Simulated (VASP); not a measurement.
Here is the system:

```
WTe2
1.0
    6.60940     0.00000     0.00000
    0.00000     6.60940     0.00000
    0.00000     0.00000     6.60940
W Te
4 8
Direct
  0.00000   0.00000   0.00000
  0.50000   0.50000   0.00000
  0.00000   0.50000   0.50000
  0.50000   0.00000   0.50000
  0.36157   0.36157   0.36157
  0.86157   0.13843   0.63843
  0.63843   0.86157   0.13843
  0.13843   0.63843   0.86157
  0.63843   0.63843   0.63843
  0.13843   0.86157   0.36157
  0.36157   0.13843   0.86157
  0.86157   0.36157   0.13843
```

Calculation: PBEsol GGA, VASP's PBE PAW potentials (set 64) (plane waves; VASP 6.6.1). Numerical set-up: 400 eV cut-off, 5×5×5 Γ-centred mesh, tetrahedra with Blöchl corrections, potentials W_sv Te.

The cores are frozen, which limits the accuracy of field gradients.

Give the principal components of the electric field gradient (V/Å²) and the asymmetry η at each nucleus.

```csv
atom,Vxx,Vyy,Vzz,η
W1,-51.4,-51.4,102.8,0.00
W2,-51.4,-51.4,102.8,0.00
W3,-51.4,-51.4,102.8,0.00
W4,-51.4,-51.4,102.8,0.00
Te5,-95.2,-95.2,190.4,0.00
Te6,-95.2,-95.2,190.4,0.00
Te7,-95.2,-95.2,190.4,0.00
Te8,-95.2,-95.2,190.4,0.00
Te9,-95.2,-95.2,190.4,0.00
Te10,-95.2,-95.2,190.4,0.00
Te11,-95.2,-95.2,190.4,0.00
Te12,-95.2,-95.2,190.4,0.00
```

The structure was generated: Te2W was put into the pyrite type (Pa-3), which need not be its known phase. It was relaxed first, which changed the volume by -28 %.
